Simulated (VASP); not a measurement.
An input for Quantum ESPRESSO's pw.x (written as the equivalent of a VASP run, and not itself run):

```
&CONTROL
  calculation = 'vc-relax'
  pseudo_dir = './pseudo'
  outdir = './out'
  tprnfor = .true.
  tstress = .true.
  nstep = 60
  forc_conv_thr = 0.00039
/
&SYSTEM
  ibrav = 0
  nat = 2
  ntyp = 2
  ecutwfc = 102
  occupations = 'smearing'
  smearing = 'gaussian'
  degauss = 0.003675
  input_dft = 'vdw-df-cx'
/
&ELECTRONS
  conv_thr = 7.3e-08
  electron_maxstep = 100
/
&IONS
/
&CELL
/
ATOMIC_SPECIES
  Cd 112.414 Cd.upf
  Se 78.971 Se.upf
CELL_PARAMETERS angstrom
     0.0000000    3.0250000    3.0250000
     3.0250000    0.0000000    3.0250000
     3.0250000    3.0250000    0.0000000
ATOMIC_POSITIONS crystal
  Cd   0.0000000  0.0000000  0.0000000
  Se   0.2500000  0.2500000  0.2500000
K_POINTS automatic
  7 7 7 0 0 0
```

Write the VASP files for the same calculation (vdW-DF-cx).

Several could match; the one computed here: 
INCAR:
```
# general
SYSTEM   = CdSe
PREC     = Accurate
ENCUT    = 520
LREAL    = .False.
LASPH    = .True.

# electronic loop
EDIFF    = 1E-6
NELM     = 100   # most electronic steps
ALGO     = Normal
LMAXMIX  = 4   # l cut-off of mixed one-centre charges

# smearing
ISMEAR   = 0
SIGMA    = 0.05   # width (eV)

# functional
GGA      = CX
LUSE_VDW = .True.
AGGAC    = 0.0

# ions
IBRION   = 2
NSW      = 60
ISIF     = 3   # ions, shape and volume
EDIFFG   = -0.01

# output
LWAVE    = .False.
LCHARG   = .False.
```

**KPOINTS**
```
Automatic
0
Gamma
 7 7 7
```

### POSCAR
```
CdSe
1
    0.0000000000     3.0250000000     3.0250000000
    3.0250000000     0.0000000000     3.0250000000
    3.0250000000     3.0250000000     0.0000000000
Cd Se
1 1
Direct
  0.0000000000   0.0000000000   0.0000000000
  0.2500000000   0.2500000000   0.2500000000
```

POTCAR, in this order: Cd Se (PBE.64 set). Program: vasp_std.

What does not carry over: the potentials are each code's own (VASP's PAW set, PseudoDojo norm-conserving files in pw.x), so ENCUT and ecutwfc are chosen apart and not converted; conv_thr bounds pw.x's estimated SCF error, while EDIFF bounds the energy change between steps; forc_conv_thr acts on force components and is met together with etot_conv_thr.

The compound is CdSe in the zinc blende structure, whereas wurtzite is the usual form. This run relaxes it. Symmetry was kept, so distortions that lower it aren't found.
